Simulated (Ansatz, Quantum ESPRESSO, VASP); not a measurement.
**AuAl₂ (Fm-3m, 3 atoms in the cell) computed with different codes at matched settings**

Self-consistent single point, at a second geometry (lattice scaled by 0.98). First geometry:

```
CELL_PARAMETERS angstrom
      0.00000     2.93400     2.93400
      2.93400     0.00000     2.93400
      2.93400     2.93400     0.00000
ATOMIC_POSITIONS crystal
  Al 0.25000 0.25000 0.25000
  Al 0.75000 0.75000 0.75000
  Au 0.00000 0.00000 0.00000
```

Shared settings, as Ansatz (a first-principles code) writes them: kpoints.mp_grid.grid = 13 13 13; scf.occupations.method = gaussian; scf.occupations.width = 0.0037 Ry. Potentials and cutoffs stand in the table.

| code | model | ΔF from the first geometry (meV/atom) | pressure (GPa) | cutoff |
|---|---|---|---|---|
| Quantum ESPRESSO | PBE, GBRV 1.5 ultrasoft (PBE) pseudopotentials | 110.8 | 23.75 | 40 Ry |
| VASP | PBE, VASP's PBE PAW potentials (set 64) | 111.0 | 23.42 | 300 eV |
| Ansatz | PBE, default PAW files | 112.0 | 23.93 | 30.9 Ry |

On Ansatz's run: spin-orbit coupling is off.

The spread over the programs that give each value: ΔF from the first geometry within 1.2 meV/atom; pressure within 0.51 GPa.

Ansatz's pressure is given at a fixed set of plane waves, as the other plane-wave codes print theirs; with its correction for the finite basis it is 24.00 GPa.

VASP's run is marked for a possible Pulay error in its stress at this cutoff; no cutoff test was made.

The starting cell has typed, rounded lattice constants, without a prior relaxation at this level. Its lattice was rescaled by a random factor within 2.5 % of one. For this run, on top of that: lattice scaled by 0.98.

Left out of this page: ABINIT, GPAW, Elk and SIESTA (not drawn, or without a comparable value); FLEUR (with a known weakness of the program).

Keys are those of Ansatz 0.2.
